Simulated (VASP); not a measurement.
All values below come from G0W0 on PBE orbitals, VASP's PBE PAW potentials (set 64) (plane waves; VASP 6.6.1).

Input for VASP

### INCAR
```
! general
SYSTEM      = LiCl
PREC        = Normal
ENCUT       = 500
LREAL       = .False.
LASPH       = .True.
NBANDS      = 64

! electronic loop
ALGO        = EVGW0

! smearing
ISMEAR      = 0
SIGMA       = 0.01

! functional
GGA         = PE

! output
LWAVE       = .False.
LCHARG      = .False.

! other
NELMGW      = 1
NOMEGA      = 64
ENCUTGW     = 150
NBANDSGW    = 13
LSPECTRALGW = .True.
```

POSCAR:
```
LiCl
1.0
  0.0000000000   2.5700000000   2.5700000000
  2.5700000000   0.0000000000   2.5700000000
  2.5700000000   2.5700000000   0.0000000000
Li Cl
1 1
Cart
  0.0000000000   0.0000000000   0.0000000000
  2.5700000000   2.5700000000   2.5700000000
```

File KPOINTS:
```
Regular mesh
0
Gamma
4 4 4
0 0 0
```

POTCAR, in this order: Li_sv_GW Cl_GW (PBE.64 set). Program: vasp_std. Read from the step before: WAVECAR, WAVEDER.

Output of the run:

File OSZICAR:
```
energies w=
    0.000    0.000    1.098    0.000    2.194    0.000    3.285    0.000
    4.369    0.000    5.444    0.000    6.510    0.000    7.564    0.000
    8.605    0.000    9.633    0.000   10.647    0.000   11.648    0.000
   12.636    0.000   13.610    0.000   14.573    0.000   15.524    0.000
   16.465    0.000   17.397    0.000   18.321    0.000   19.239    0.000
   20.153    0.000   21.064    0.000   21.974    0.000   22.885    0.000
   23.799    0.000   24.717    0.000   25.644    0.000   26.579    0.000
   27.527    0.000   28.490    0.000   29.470    0.000   30.472    0.000
   31.497    0.000   32.551    0.000   33.637    0.000   34.760    0.000
   35.925    0.000   37.136    0.000   38.403    0.000   39.730    0.000
   41.127    0.000   42.602    0.000   44.168    0.000   45.837    0.000
   47.623    0.000   49.544    0.000   51.622    0.000   53.880    0.000
   56.349    0.000   59.065    0.000   62.074    0.000   65.431    0.000
   69.205    0.000   73.487    0.000   78.391    0.000   84.069    0.000
   90.725    0.000   98.640    0.000  108.207    0.000  120.006    0.000
  134.911    0.000  154.321    0.000  180.612    0.000  218.176    0.000
NQ=   1    0.0000    0.0000    0.0000,
 performed         51000 updates of chi_q(r,r)
NQ=   2    0.2500    0.0000    0.0000,
 performed        161000 updates of chi_q(r,r)
NQ=   3    0.5000    0.0000    0.0000,
 performed        242000 updates of chi_q(r,r)
NQ=   4    0.2500    0.2500    0.0000,
 performed        341000 updates of chi_q(r,r)
NQ=   5    0.5000    0.2500    0.0000,
 performed        478000 updates of chi_q(r,r)
NQ=   6   -0.2500    0.2500    0.0000,
 performed        598000 updates of chi_q(r,r)
NQ=   7    0.5000    0.5000    0.0000,
 performed        672000 updates of chi_q(r,r)
NQ=   8   -0.2500    0.5000    0.2500,
 performed        772000 updates of chi_q(r,r)
 resolving degeneracies of screened two electron integrals
```

OUTCAR:
```


 k-point   1 :       0.0000    0.0000    0.0000
  band No.  KS-energies  QP-energies   sigma(KS)   V_xc(KS)     V^pw_x(r,r')   Z            occupation Imag(sigma)

      1     -43.4619     -52.3025     -38.6576     -27.5954     -43.3216       0.7992       2.0000       0.1799
      2     -13.3162     -14.6965     -16.6298     -14.8198     -24.2095       0.7626       2.0000       1.6936
      3       0.0612      -1.4792     -16.6827     -14.7459     -18.9732       0.7953       2.0000       0.1226
      4       0.0612      -1.4792     -16.6827     -14.7459     -18.9732       0.7953       2.0000       0.1226
      5       0.0612      -1.4792     -16.6827     -14.7459     -18.9732       0.7953       2.0000       0.1226
      6       6.3495       7.2255      -8.1478      -9.1970      -4.7301       0.8350       0.0000      -0.1115
      7      11.8474      13.1862      -7.9036      -9.5274      -4.2315       0.8245       0.0000      -0.1390
      8      11.8474      13.1862      -7.9036      -9.5274      -4.2315       0.8245       0.0000      -0.1390
      9      11.8474      13.1862      -7.9036      -9.5274      -4.2315       0.8245       0.0000      -0.1390
     10      14.3798      16.0803      -8.9473     -11.0630      -4.8738       0.8038       0.0000      -0.1923
     11      14.3798      16.0803      -8.9473     -11.0630      -4.8738       0.8038       0.0000      -0.1923
     12      14.5491      15.6747      -6.5532      -7.9654      -2.1521       0.7970       0.0000      -0.2473
     13      14.5491      15.6747      -6.5532      -7.9654      -2.1521       0.7970       0.0000      -0.2473

 k-point   2 :       0.2500    0.0000    0.0000
  band No.  KS-energies  QP-energies   sigma(KS)   V_xc(KS)     V^pw_x(r,r')   Z            occupation Imag(sigma)

      1     -43.4611     -52.3248     -38.6594     -27.5995     -43.3252       0.8014       2.0000       0.1799
      2     -13.0520     -14.3543     -16.7320     -15.0190     -24.3069       0.7602       2.0000       1.6311
      3      -1.5067      -3.2727     -15.5493     -13.3078     -18.0265       0.7879       2.0000       0.1470
      4      -0.0722      -1.6373     -16.6130     -14.6454     -18.9223       0.7954       2.0000       0.1241
      5      -0.0722      -1.6373     -16.6130     -14.6454     -18.9223       0.7954       2.0000       0.1241
      6       7.2457       8.2033      -7.7967      -8.9452      -4.3657       0.8338       0.0000      -0.1138
      7      10.6591      11.9801      -7.4415      -9.0387      -3.7785       0.8271       0.0000      -0.1351
      8      10.6591      11.9801      -7.4415      -9.0387      -3.7785       0.8271       0.0000      -0.1351
      9      10.9585      12.1591      -8.4871      -9.9592      -4.7211       0.8156       0.0000      -0.1503
     10      13.7922      15.2715      -8.2466     -10.0709      -4.2394       0.8109       0.0000      -0.1797
     11      13.7922      15.2715      -8.2466     -10.0709      -4.2394       0.8109       0.0000      -0.1797
     12      15.5629      16.5008      -6.8468      -8.0336      -2.3456       0.7903       0.0000      -0.2920
     13      19.6763      21.1679      -8.4531     -10.3380      -3.4093       0.7914       0.0000      -0.6017

 k-point   3 :       0.5000    0.0000    0.0000
  band No.  KS-energies  QP-energies   sigma(KS)   V_xc(KS)     V^pw_x(r,r')   Z            occupation Imag(sigma)

      1     -43.4587     -52.3649     -38.6590     -27.6008     -43.3263       0.8054       2.0000       0.1798
      2     -12.7555     -13.9567     -16.8899     -15.2763     -24.4483       0.7444       2.0000       1.5514
      3      -2.7296      -4.6784     -14.9586     -12.4604     -17.6939       0.7801       2.0000       0.1787
      4      -0.1920      -1.7765     -16.5702     -14.5721     -18.9032       0.7930       2.0000       0.1258
      5      -0.1920      -1.7765     -16.5702     -14.5721     -18.9032       0.7930       2.0000       0.1258
      6       6.7930       7.7263      -7.1775      -8.2873      -3.8714       0.8410       0.0000      -0.1069
      7       9.4868      10.7722      -7.2853      -8.8271      -3.7790       0.8337       0.0000      -0.1208
      8       9.4868      10.7722      -7.2853      -8.8271      -3.7790       0.8337       0.0000      -0.1208
      9      12.9642      14.2306      -9.6530     -11.2659      -5.3257       0.7852       0.0000      -0.2210
     10      16.7015      18.6086      -9.5758     -11.9945      -5.0643       0.7885       0.0000      -0.2559
     11      16.7015      18.6086      -9.5758     -11.9945      -5.0643       0.7885       0.0000      -0.2559
     12      16.9454      17.4929      -6.6463      -7.3400      -1.9971       0.7891       0.0000      -0.4107
     13      18.3774      20.0325      -8.6876     -10.7810      -3.9127       0.7906       0.0000      -0.3897

 k-point   4 :       0.2500    0.2500    0.0000
  band No.  KS-energies  QP-energies   sigma(KS)   V_xc(KS)     V^pw_x(r,r')   Z            occupation Imag(sigma)

      1     -43.4587     -52.3837     -38.6571     -27.5970     -43.3224       0.8070       2.0000       0.1795
      2     -12.9530     -14.2196     -16.7845     -15.1029     -24.3541       0.7532       2.0000       1.6033
      3      -1.4353      -3.1740     -15.5311     -13.3248     -17.9712       0.7881       2.0000       0.1442
      4      -0.5213      -2.1506     -16.2140     -14.1564     -18.5735       0.7919       2.0000       0.1305
      5      -0.5213      -2.1506     -16.2140     -14.1564     -18.5735       0.7919       2.0000       0.1305
      6       8.5470       9.6296      -8.8489     -10.1642      -5.2848       0.8232       0.0000      -0.1270
      7       9.5451      10.5785      -7.1903      -8.4273      -3.7614       0.8354       0.0000      -0.1192
      8       9.7317      10.9818      -7.5492      -9.0611      -3.9251       0.8269       0.0000      -0.1307
      9      12.4843      13.8251      -7.9142      -9.5631      -3.9357       0.8132       0.0000      -0.1715
     10      12.4843      13.8251      -7.9142      -9.5631      -3.9357       0.8132       0.0000      -0.1715
     11      15.2896      17.0528      -9.2266     -11.4446      -4.9652       0.7950       0.0000      -0.2261
     12      17.4057      18.8466      -7.9289      -9.7581      -3.2733       0.7877       0.0000      -0.3478
     13      17.4057      18.8466      -7.9289      -9.7581      -3.2733       0.7877       0.0000      -0.3478

 k-point   5 :       0.5000    0.2500    0.0000
  band No.  KS-energies  QP-energies   sigma(KS)   V_xc(KS)     V^pw_x(r,r')   Z            occupation Imag(sigma)

      1     -43.4582     -52.4324     -38.6593     -27.6017     -43.3260       0.8116       2.0000       0.1791
      2     -12.6400     -13.8166     -16.9750     -15.3909     -24.5222       0.7428       2.0000       1.5145
      3      -2.4019      -4.2944     -14.9937     -12.5796     -17.6405       0.7839       2.0000       0.1685
      4      -1.2157      -2.9404     -15.6158     -13.4356     -18.0381       0.7911       2.0000       0.1407
      5      -0.6441      -2.2935     -16.1586     -14.0747     -18.5392       0.7915       2.0000       0.1324
      6       8.1824       9.2472      -7.5683      -8.8429      -4.1745       0.8354       0.0000      -0.1142
      7       9.5909      10.8270      -8.3084      -9.8080      -4.7649       0.8242       0.0000      -0.1282
      8      10.9129      12.1169      -8.4628      -9.9407      -4.6806       0.8147       0.0000      -0.1518
      9      11.2382      12.6182      -7.7682      -9.4486      -3.9826       0.8212       0.0000      -0.1479
     10      14.4743      15.7010      -7.9833      -9.5336      -3.5654       0.7913       0.0000      -0.2450
     11      17.1372      19.0568      -9.7623     -12.2111      -5.1400       0.7839       0.0000      -0.2859
     12      18.1302      19.9071      -9.2545     -11.5166      -4.4550       0.7855       0.0000      -0.3690
     13      19.6806      21.1245      -8.9012     -10.7320      -3.7591       0.7886       0.0000      -0.6353

 k-point   6 :      -0.2500    0.2500    0.0000
  band No.  KS-energies  QP-energies   sigma(KS)   V_xc(KS)     V^pw_x(r,r')   Z            occupation Imag(sigma)

      1     -43.4590     -52.3394     -38.6595     -27.6013     -43.3263       0.8031       2.0000       0.1795
      2     -12.7525     -13.9596     -16.8958     -15.2801     -24.4535       0.7471       2.0000       1.5491
      3      -2.0214      -3.8678     -15.2836     -12.9378     -17.8598       0.7871       2.0000       0.1588
      4      -1.3618      -3.1033     -15.4791     -13.2687     -17.9266       0.7879       2.0000       0.1441
      5      -0.2161      -1.7974     -16.5199     -14.5226     -18.8453       0.7917       2.0000       0.1258
      6       8.2060       9.2705      -7.4448      -8.7222      -3.9697       0.8333       0.0000      -0.1178
      7      10.1953      11.5378      -7.4249      -9.0469      -3.7919       0.8277       0.0000      -0.1313
      8      10.1976      11.3954      -8.2923      -9.7494      -4.6949       0.8220       0.0000      -0.1350
      9      10.7438      12.0443      -9.0498     -10.6508      -5.2562       0.8124       0.0000      -0.1520
     10      14.1972      15.6758      -8.3490     -10.1788      -4.2874       0.8080       0.0000      -0.1881
     11      17.1261      18.2517      -6.8921      -8.3147      -2.2865       0.7912       0.0000      -0.3584
     12      17.1615      18.8109      -8.8657     -10.9591      -4.2539       0.7879       0.0000      -0.3104
     13      18.7336      19.9016      -8.4598      -9.9466      -3.4659       0.7856       0.0000      -0.5552

 k-point   7 :       0.5000    0.5000    0.0000
  band No.  KS-energies  QP-energies   sigma(KS)   V_xc(KS)     V^pw_x(r,r')   Z            occupation Imag(sigma)

      1     -43.4563     -52.4376     -38.6575     -27.6001     -43.3235       0.8123       2.0000       0.1784
      2     -12.5151     -13.6647     -17.0797     -15.5256     -24.6116       0.7397       2.0000       1.4737
      3      -2.8043      -4.7329     -14.6645     -12.1955     -17.3791       0.7811       2.0000       0.1799
...
```
(Selected blocks of OUTCAR.)

The mesh is coarse and the basis finite, so the quasiparticle values are not converged.

The compound is LiCl in the rock salt structure. The cell was not relaxed at this level. The k-mesh is coarse (spacing up to 0.53 per Å, 2π included), so the numbers may not be converged in it.
